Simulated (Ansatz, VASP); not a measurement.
# AgPt2 (Pt-Ag-Pt stack, (111) layers): VASP beside Ansatz

Wanted: the spread between two codes on one cell, functional and k mesh. The cell is taken from a series of runs on this material, whose earlier steps may have relaxed, scaled, displaced or heated it; both programs get it as it stands.

Program: Ansatz 0.2.0. Level of theory: plane waves, with VASP 6.6.1 beside it; LDA. Results are calculated unless marked as measured.

## 1. Set-up

The cell holds 3 atoms: 2 Pt and 1 Ag. Its edges and angles: a = 2.663 Å, b = 2.663 Å, c = 33.245 Å, α = 90.0°, β = 90.0°, γ = 120.0°. It derives from AgPt2. Vacuum lies along c.

Coordinates:

```
Pt Ag
1.0
     2.66342    0.00000    0.00000
    -1.33171    2.30659    0.00000
     0.00000    0.00000   33.24545
Pt Ag
2 1
Direct
  0.00000 0.00000 0.16484
  0.66667 0.33333 0.30809
  0.33333 0.66667 0.23646
```

## 2. VASP: zone-centre phonons, LDA

Second derivatives magnify differences that forces hide, and they need a tight electronic threshold.

Lines of VASP's logs that name or quote its potential files are left out, and so is its time.

The input, INCAR:

```
SYSTEM = AgPt2
PREC = Accurate
ENCUT = 500
EDIFF = 1E-08
NELM = 120
ISMEAR = 1
SIGMA = 0.2
LREAL = .FALSE.
ALGO = Normal
GGA = PW92
NBANDS = 21
LASPH = .TRUE.
LORBIT = 11
LWAVE = .FALSE.
LCHARG = .FALSE.
ISIF = 2
IBRION = 8
GGA_COMPAT = .FALSE.
NELMDL = -8
```

The input, POSCAR:

```
AgPt2
1.0
    2.6634166174     -0.0000026585      0.0000000000
   -1.3317060064      2.3065877808      0.0000000000
    0.0000000000      0.0000000000     33.2454533171
Pt Ag
2 1
Direct
    1.0000000000      0.0000000000      0.1648407361
    0.6666666666      0.3333333334      0.3080879935
    0.3333333333      0.6666666667      0.2364643648
```

The input, KPOINTS:

```
Automatic mesh
0
Gamma
18 18 1
0 0 0
```

PAW data sets: Pt and Ag (LDA family, release 64).

Run with:

```console
> mpirun -np 1 vasp_std
```

Numbers of over 12 decimals in the logs are rounded to 6 here.

The log of the run:

```text
[banner, memory and clock lines left out]
running    1 mpi-ranks, on    1 nodes
 distrk:  each k-point on    1 cores,    1 groups
 distr:  one band on    1 cores,    1 groups

 POSCAR found type information on POSCAR PtAg
 POSCAR found :  2 types and       3 ions
|                                                                             |
|               ----> ADVICE to this user running VASP <----                  |
|                                                                             |
|     You enforced a specific xc type in the INCAR file but a different       |
|     [... a line on the potential file left out ...]
|     I HOPE YOU KNOW WHAT YOU ARE DOING!                                     |
|                                                                             |

 LDA part: xc-table for (Slater(with rela. corr.)+PW92), standard interpolation
 POSCAR, INCAR and KPOINTS ok, starting setup
 FFT: planning ... GRIDC
 FFT: planning ... GRID_SOFT
 FFT: planning ... GRID
 WAVECAR not read
 entering main loop
       N       E                     dE             d eps       ncg     rms          rms(c)
DAV:   1     0.205127243618E+03    0.20513E+03   -0.12020E+04  1570   0.112E+03
DAV:   2    -0.875047934724E+01   -0.21388E+03   -0.20482E+03  2257   0.236E+02
DAV:   3    -0.186519036546E+02   -0.99014E+01   -0.94650E+01  1836   0.538E+01
DAV:   4    -0.188263350611E+02   -0.17443E+00   -0.16750E+00  1905   0.709E+00
DAV:   5    -0.188302784749E+02   -0.39434E-02   -0.39312E-02  1992   0.989E-01
DAV:   6    -0.188304180365E+02   -0.13956E-03   -0.13953E-03  2147   0.167E-01
DAV:   7    -0.188304220782E+02   -0.40417E-05   -0.40415E-05  2003   0.252E-02
DAV:   8    -0.188304222538E+02   -0.17560E-06   -0.17576E-06  1967   0.477E-03    0.175E+01
DAV:   9    -0.177840467718E+02    0.10464E+01   -0.25155E+00  1744   0.137E+01    0.956E+00
DAV:  10    -0.176803354236E+02    0.10371E+00   -0.24932E-01  1704   0.496E+00    0.281E+00
DAV:  11    -0.176721511967E+02    0.81842E-02   -0.49027E-02  1719   0.252E+00    0.551E-01
DAV:  12    -0.176712115461E+02    0.93965E-03   -0.23045E-03  1857   0.639E-01    0.139E-01
DAV:  13    -0.176710624358E+02    0.14911E-03   -0.54749E-04  1779   0.174E-01    0.490E-02
DAV:  14    -0.176710642189E+02   -0.17831E-05   -0.28716E-05  1963   0.448E-02    0.160E-02
[...]
DAV:  22    -0.176710883301E+02   -0.73000E-06   -0.18280E-08  1151   0.320E-04    0.125E-04
DAV:  23    -0.176710887702E+02   -0.44004E-06   -0.11425E-08  1160   0.232E-04    0.512E-05
DAV:  24    -0.176710889817E+02   -0.21156E-06   -0.20192E-09  1132   0.121E-04    0.368E-05
DAV:  25    -0.176710891754E+02   -0.19363E-06   -0.29912E-09  1128   0.126E-04    0.248E-05
DAV:  26    -0.176710892357E+02   -0.60379E-07   -0.59044E-10  1163   0.660E-05    0.129E-05
DAV:  27    -0.176710892837E+02   -0.47934E-07   -0.55075E-10  1106   0.581E-05    0.658E-06
DAV:  28    -0.176710892943E+02   -0.10581E-07   -0.38418E-11  1062   0.268E-05    0.327E-06
DAV:  29    -0.176710892982E+02   -0.39863E-08    0.72929E-12  1007   0.174E-05
   1 F= -.17671089E+02 E0= -.17671372E+02  d E =0.847235E-03
 Linear response reoptimize wavefunctions to high precision
DAV:   1    -0.176710892993E+02   -0.10614E-08    0.24490E-11  1042   0.850E-06
DAV:   2    -0.176710892993E+02   -0.21828E-10    0.23780E-11  1047   0.389E-06
 Linear response DOF=           4
 Linear response progress:
  Degree of freedom:   1/  4
       N       E                     dE             d eps       ncg     rms          rms(c)
RMM:   1    -0.222752346842E+00   -0.22275E+00   -0.21314E-01 11166   0.305E+00
RMM:   2    -0.222691511878E+00    0.60835E-04   -0.31465E-03 10423   0.378E-01    0.107E-01
RMM:   3    -0.221958535086E+00    0.73298E-03   -0.22055E-04 10538   0.951E-02    0.596E-02
RMM:   4    -0.221385024853E+00    0.57351E-03   -0.42907E-04 11260   0.108E-01    0.327E-02
RMM:   5    -0.221378443893E+00    0.65810E-05   -0.97317E-06 11409   0.207E-02    0.138E-02
RMM:   6    -0.221371977512E+00    0.64664E-05   -0.10822E-06 11157   0.606E-03    0.101E-02
RMM:   7    -0.221303838899E+00    0.68139E-04   -0.65208E-06 11526   0.137E-02    0.992E-04
RMM:   8    -0.221302328602E+00    0.15103E-05   -0.10413E-07 11437   0.207E-03    0.114E-03
RMM:   9    -0.221302635168E+00   -0.30657E-06   -0.13391E-08 11452   0.615E-04    0.296E-04
RMM:  10    -0.221302803106E+00   -0.16794E-06   -0.32607E-08 11470   0.241E-04    0.211E-04
RMM:  11    -0.221302645414E+00    0.15769E-06   -0.23570E-08 11513   0.111E-04    0.181E-05
RMM:  12    -0.221302631844E+00    0.13571E-07   -0.41813E-09 11577   0.307E-05    0.779E-06
RMM:  13    -0.221302600416E+00    0.31428E-07   -0.44263E-09 11483   0.191E-05    0.236E-06
RMM:  14    -0.221302593051E+00    0.73647E-08   -0.35572E-10 10627   0.124E-05    0.668E-07
 first order change of Fermi-energy   0.18653E-03
 force on displaced ion       1 direction 1 :  -0.472  -0.000   0.000
 Linear response progress:
  Degree of freedom:   2/  4
       N       E                     dE             d eps       ncg     rms          rms(c)
RMM:   1    -0.342576394326E+00   -0.34258E+00   -0.25281E-01  2543   0.327E+00
RMM:   2    -0.340768303643E+00    0.18081E-02   -0.46012E-03  2367   0.444E-01    0.245E-01
RMM:   3    -0.340614523523E+00    0.15378E-03   -0.66713E-04  2356   0.151E-01    0.173E-01
RMM:   4    -0.346403753272E+00   -0.57892E-02   -0.14776E-03  2672   0.208E-01    0.723E-01
RMM:   5    -0.341305972244E+00    0.50978E-02   -0.12307E-03  2665   0.180E-01    0.116E-01
RMM:   6    -0.341090047733E+00    0.21592E-03   -0.52280E-05  2464   0.407E-02    0.132E-02
RMM:   7    -0.341007095788E+00    0.82952E-04   -0.25809E-06  2558   0.104E-02    0.952E-03
RMM:   8    -0.340958274705E+00    0.48821E-04   -0.69950E-07  2561   0.534E-03    0.496E-03
RMM:   9    -0.340948622866E+00    0.96518E-05   -0.13552E-07  2548   0.198E-03    0.436E-04
RMM:  10    -0.340947720791E+00    0.90207E-06    0.19947E-10  2515   0.597E-04    0.240E-04
RMM:  11    -0.340946935227E+00    0.78556E-06   -0.49676E-09  2626   0.205E-04    0.516E-05
RMM:  12    -0.340946309600E+00    0.62563E-06   -0.43956E-09  2618   0.859E-05    0.436E-05
RMM:  13    -0.340946299306E+00    0.10294E-07   -0.62160E-09  2652   0.732E-05    0.183E-05
RMM:  14    -0.340946197972E+00    0.10133E-06   -0.20874E-08  2738   0.810E-05    0.140E-05
RMM:  15    -0.340946122274E+00    0.75697E-07   -0.26394E-08  2725   0.483E-05    0.664E-06
RMM:  16    -0.340946124904E+00   -0.26293E-08   -0.10605E-08  2666   0.315E-05    0.322E-06
 first order change of Fermi-energy  -0.15584E+00
 force on displaced ion       1 direction 3 :   0.000   0.000  -5.524
 Linear response progress:
  Degree of freedom:   3/  4
       N       E                     dE             d eps       ncg     rms          rms(c)
RMM:   1    -0.284159915397E+00   -0.28416E+00   -0.20035E-01  6430   0.326E+00
RMM:   2    -0.281017165694E+00    0.31427E-02   -0.15399E-03  5746   0.300E-01    0.735E-02
RMM:   3    -0.280607570481E+00    0.40960E-03   -0.17046E-04  5876   0.729E-02    0.379E-02
RMM:   4    -0.280311422846E+00    0.29615E-03   -0.21021E-04  5959   0.787E-02    0.661E-03
RMM:   5    -0.280255582521E+00    0.55840E-04   -0.26854E-06  6124   0.111E-02    0.182E-03
RMM:   6    -0.280230995266E+00    0.24587E-04   -0.41385E-07  6150   0.341E-03    0.275E-04
RMM:   7    -0.280227574196E+00    0.34211E-05   -0.49054E-09  6262   0.578E-04    0.802E-05
RMM:   8    -0.280226593143E+00    0.98105E-06   -0.17218E-09  6341   0.954E-05    0.280E-05
RMM:   9    -0.280226177724E+00    0.41542E-06    0.25907E-09  6371   0.342E-05    0.532E-06
RMM:  10    -0.280226157367E+00    0.20357E-07    0.14430E-09  6402   0.149E-05    0.171E-06
RMM:  11    -0.280226122431E+00    0.34936E-07   -0.37180E-10  6059   0.858E-06    0.644E-07
RMM:  12    -0.280226124951E+00   -0.25194E-08    0.66111E-10  5154   0.743E-06    0.140E-07
 first order change of Fermi-energy  -0.43718E-03
 force on displaced ion       3 direction 1 :  -0.939   0.000   0.000
 Linear response progress:
  Degree of freedom:   4/  4
       N       E                     dE             d eps       ncg     rms          rms(c)
RMM:   1    -0.359801708495E+00   -0.35980E+00   -0.21287E-01  2766   0.348E+00
RMM:   2    -0.353026608811E+00    0.67751E-02   -0.22306E-03  2345   0.356E-01    0.206E-01
RMM:   3    -0.355044537618E+00   -0.20179E-02   -0.59224E-04  2525   0.141E-01    0.428E-01
RMM:   4    -0.355771498727E+00   -0.72696E-03   -0.16243E-03  2655   0.210E-01    0.571E-01
RMM:   5    -0.352924351093E+00    0.28471E-02   -0.53243E-04  2625   0.123E-01    0.642E-02
RMM:   6    -0.352875360074E+00    0.48991E-04   -0.19465E-05  2491   0.263E-02    0.142E-02
RMM:   7    -0.352869862194E+00    0.54979E-05   -0.85798E-07  2525   0.549E-03    0.908E-03
RMM:   8    -0.352860256322E+00    0.96059E-05   -0.72175E-07  2530   0.484E-03    0.153E-03
RMM:   9    -0.352856888881E+00    0.33674E-05   -0.29608E-08  2587   0.964E-04    0.222E-04
RMM:  10    -0.352855890685E+00    0.99820E-06   -0.17300E-09  2592   0.196E-04    0.848E-05
RMM:  11    -0.352855262942E+00    0.62774E-06   -0.78934E-09  2617   0.955E-05    0.511E-05
RMM:  12    -0.352855184444E+00    0.78498E-07   -0.17053E-08  2640   0.641E-05    0.408E-05
RMM:  13    -0.352855211270E+00   -0.26826E-07   -0.25118E-08  2680   0.820E-05    0.240E-05
RMM:  14    -0.352855293253E+00   -0.81982E-07   -0.39016E-08  2754   0.808E-05    0.114E-05
RMM:  15    -0.352855289441E+00    0.38116E-08   -0.33102E-08  2694   0.341E-05    0.566E-06
 first order change of Fermi-energy   0.29441E-02
 force on displaced ion       3 direction 3 :  -0.000   0.000 -10.246
 Linear response finished
```

From OUTCAR (step 2):

```text
ion  position               nearest neighbor table
   1  0.000  0.000  0.165-   3 2.83   3 2.83   3 2.83
   2  0.667  0.333  0.308-   3 2.83   3 2.83   3 2.83
   3  0.333  0.667  0.236-   1 2.83   2 2.83   2 2.83   1 2.83   2 2.83   1 2.83

  LATTYP: Found a hexagonal cell.
 ALAT       =     2.6634166174
 C/A-ratio  =    12.4822579764

 Subroutine GETGRP returns: Found 12 space group operations
 (whereof  6 operations were pure point group operations)

The static configuration has the point symmetry C_3v.
 The point group associated with its full space group is D_3d.

 Found     37 irreducible k-points:

   k-points           NKPTS =     37   k-points in BZ     NKDIM =     37   number of bands    NBANDS=     21

   dimension x,y,z NGX =    20 NGY =   20 NGZ =  250
   dimension x,y,z NGXF=    40 NGYF=   40 NGZF=  500

   ENCUT  =  500.0 eV  36.75 Ry    6.06 a.u.   4.86  4.86 60.61*2*pi/ulx,y,z

   NELECT =      31.0000    total number of electrons

 k-points in reciprocal lattice and weights: Automatic mesh
   0.00000000  0.00000000  0.00000000       0.003
   0.05555556  0.00000000  0.00000000       0.019
   0.11111111  0.00000000  0.00000000       0.019
   0.16666667  0.00000000  0.00000000       0.019
   0.22222222  0.00000000  0.00000000       0.019
   0.27777778 -0.00000000  0.00000000       0.019
   0.33333333  0.00000000  0.00000000       0.019
   0.38888889  0.00000000  0.00000000       0.019
   0.44444444  0.00000000  0.00000000       0.019
[...]
0.33333333  0.27777778  0.00000000       0.037
   0.33333333  0.33333333  0.00000000       0.006

 average (electrostatic) potential at core
       1 -76.1199       2 -76.1198       3 -81.5292

  Total       -0.0525750     -0.0525750      0.0665260      0.0000000     -0.0000000     -0.0000000
  in kB       -0.4124283     -0.4124283      0.5218684      0.0000000     -0.0000000     -0.0000000
  external PRESSURE =      -0.1009961 kB  Pullay stress =       0.0000000 kB

  energy-cutoff  :      500.00
  volume of cell :      204.24
      direct lattice vectors                 reciprocal lattice vectors
     2.663416617 -0.000002659  0.000000000     0.375457812  0.216770169  0.000000000
    -1.331706006  2.306587781  0.000000000     0.000000433  0.433541088  0.000000000
     0.000000000  0.000000000 33.245453317     0.000000000  0.000000000  0.030079301

 POSITION                                       TOTAL-FORCE (eV/Angst)
 -----------------------------------------------------------------------------------
      0.00000      0.00000      5.48020        -0.000000      0.000000     -0.019916
      1.33171      0.76886     10.24253         0.000000     -0.000000      0.019916
      0.00000      1.53772      7.86137         0.000000      0.000000     -0.000000
 -----------------------------------------------------------------------------------
    total drift:                                0.000000     -0.000000      0.000124

 Eigenvectors and eigenvalues of the dynamical matrix
 ----------------------------------------------------

   1 f  =    5.443302 THz    34.201276 2PiTHz  181.569015 cm-1    22.511679 meV
             X         Y         Z           dx          dy          dz
      0.000000  0.000000  5.480205    -0.000000   -0.000000   -0.329013
      1.331709  0.768861 10.242525    -0.000000   -0.000000   -0.329013
      0.000002  1.537724  7.861365     0.000000    0.000000    0.885156

   2 f  =    2.725262 THz    17.123323 2PiTHz   90.904940 cm-1    11.270771 meV
             X         Y         Z           dx          dy          dz
      0.000000  0.000000  5.480205     0.000000    0.000000   -0.707107
      1.331709  0.768861 10.242525     0.000000    0.000000    0.707107
      0.000002  1.537724  7.861365    -0.000000   -0.000000   -0.000000

   3 f  =    1.649813 THz    10.366083 2PiTHz   55.031849 cm-1     6.823077 meV
             X         Y         Z           dx          dy          dz
      0.000000  0.000000  5.480205    -0.152435    0.292827    0.000000
      1.331709  0.768861 10.242525    -0.152435    0.292827   -0.000000
      0.000002  1.537724  7.861365     0.408334   -0.784408    0.000000

   4 f  =    1.649813 THz    10.366083 2PiTHz   55.031849 cm-1     6.823077 meV
             X         Y         Z           dx          dy          dz
      0.000000  0.000000  5.480205    -0.292827   -0.152435   -0.000000
      1.331709  0.768861 10.242525    -0.292827   -0.152435    0.000000
      0.000002  1.537724  7.861365     0.784408    0.408334   -0.000000

   5 f  =    0.768141 THz     4.826370 2PiTHz   25.622411 cm-1     3.176773 meV
             X         Y         Z           dx          dy          dz
      0.000000  0.000000  5.480205    -0.326502    0.627213    0.000000
      1.331709  0.768861 10.242525     0.326502   -0.627213   -0.000000
      0.000002  1.537724  7.861365    -0.000000   -0.000000    0.000000

   6 f  =    0.768141 THz     4.826370 2PiTHz   25.622411 cm-1     3.176773 meV
             X         Y         Z           dx          dy          dz
      0.000000  0.000000  5.480205    -0.627213   -0.326502   -0.000000
      1.331709  0.768861 10.242525     0.627213    0.326502    0.000000
      0.000002  1.537724  7.861365    -0.000000    0.000000   -0.000000

   7 f/i=    0.000600 THz     0.003772 2PiTHz    0.020027 cm-1     0.002483 meV
             X         Y         Z           dx          dy          dz
      0.000000  0.000000  5.480205     0.000000   -0.000000    0.625900
      1.331709  0.768861 10.242525     0.000000   -0.000000    0.625900
      0.000002  1.537724  7.861365     0.000000   -0.000000    0.465295

   8 f/i=    0.002755 THz     0.017312 2PiTHz    0.091907 cm-1     0.011395 meV
             X         Y         Z           dx          dy          dz
      0.000000  0.000000  5.480205     0.026305   -0.624759   -0.000000
      1.331709  0.768861 10.242525     0.026305   -0.624759   -0.000000
      0.000002  1.537724  7.861365     0.019640   -0.466457   -0.000000

   9 f/i=    0.002755 THz     0.017312 2PiTHz    0.091907 cm-1     0.011395 meV
             X         Y         Z           dx          dy          dz
      0.000000  0.000000  5.480205    -0.624759   -0.026305   -0.000000
      1.331709  0.768861 10.242525    -0.624759   -0.026305   -0.000000
      0.000002  1.537724  7.861365    -0.466457   -0.019640   -0.000000

 ELASTIC MODULI CONTR FROM IONIC RELAXATION (kBar)
 Direction    XX          YY          ZZ          XY          YZ          ZX
 --------------------------------------------------------------------------------
 XX         -71.3800    -60.5951   -186.1211      0.0000     13.4044     -0.0000
 YY         -60.5951    -71.3800   -186.1211      0.0000    -13.4044      0.0000
 ZZ        -186.1211   -186.1211   -524.9638      0.0000     -0.0000     -0.0000
 XY           0.0000      0.0000      0.0000     -5.3924     -0.0000    -10.6697
 YZ          13.4044    -13.4044     -0.0000     -0.0000    -33.3203     -0.0000
 ZX          -0.0000      0.0000     -0.0000    -10.6697     -0.0000    -21.1113
 --------------------------------------------------------------------------------
```

(Continued in part 2 of 2.)

[Lines on the potential files, build, host, timing and source positions are cut from VASP's logs without a mark.]

[Logs are printed without paths, hosts, clocks, repeated set-up lines and the standing remarks that a program may print on its own settings, such as how far it seeks lower states.]

[Hosts, paths, dates, database ids (printed as entryN), source tags and the programs' standing remarks are cut or masked in the printed files.]
